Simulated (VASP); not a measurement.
Calculation: PBEsol GGA, VASP's PBE PAW potentials (set 64) (plane waves; VASP).

Input for VASP

**INCAR**
```
! general
SYSTEM = Mg
PREC   = Accurate
ENCUT  = 480
LREAL  = .FALSE.
LASPH  = .TRUE.

! electronic loop
EDIFF  = 1E-7
NELM   = 100
ALGO   = Normal

! smearing
ISMEAR = 1
SIGMA  = 0.1

! functional
GGA    = PS

! ions
ISIF   = 2

! output
LWAVE  = .FALSE.
LCHARG = .FALSE.
```

POSCAR:
```
Mg
1
    1.5636025248    -2.7082394526     0.0000000000
    1.5636025248     2.7082394526     0.0000000000
    0.0000000000     0.0000000000     4.9897405413
Mg
2
Direct
  0.3333330000   0.6666670000   0.2500000000
  0.6666670000   0.3333330000   0.7500000000
```

File KPOINTS:
```
Automatic
0
gamma
 12 12 8
```

POTCAR, in this order: Mg (PBE.64 set). Program: vasp_std.

What will the output report for the number of irreducible k-points (NKPTS), number of bands (NBANDS), largest plane-wave count, number of space-group operations, FFT grid (NGX, NGY, NGZ)?

| Item | Value |
|---|---|
| number of irreducible k-points (NKPTS) | 95 |
| number of bands (NBANDS) | 6 |
| largest plane-wave count | 1027 |
| number of space-group operations | 24 |
| FFT grid (NGX, NGY, NGZ) | 24 × 24 × 36 |

The compound is Mg in the hcp structure. This cell was strained or had an atom moved on purpose.
